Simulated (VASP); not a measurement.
Given:

```
CELL_PARAMETERS angstrom
      0.00000     3.09545     3.09545
      3.09545     0.00000     3.09545
      3.09545     3.09545     0.00000
ATOMIC_POSITIONS crystal
  Cd 0.00000 0.00000 0.00000
  Se 0.75000 0.75000 0.75000
```

Calculation: PBE GGA, VASP's PBE PAW potentials (set 64) (plane waves; VASP). Run with 300 eV cut-off, 6×6×6 Γ-centred mesh, Gaussian smearing of 0.010 eV, potentials Cd Se.

Q: Predict the energy per atom (σ→0), band gap (on the k-mesh) with the smallest direct gap where there is one.

A: 
```json
{
  "band gap (on the k-mesh)": "0.49 eV",
  "smallest direct gap (on the k-mesh)": "0.49 eV",
  "energy per atom (σ→0)": "-2.746 eV/atom"
}
```

The absolute energy has meaning only against runs of the same code, potentials and settings.

The structure comes from a computed database's CdSe entry; how it stands against other phases isn't given here. The cell was not relaxed at this level.
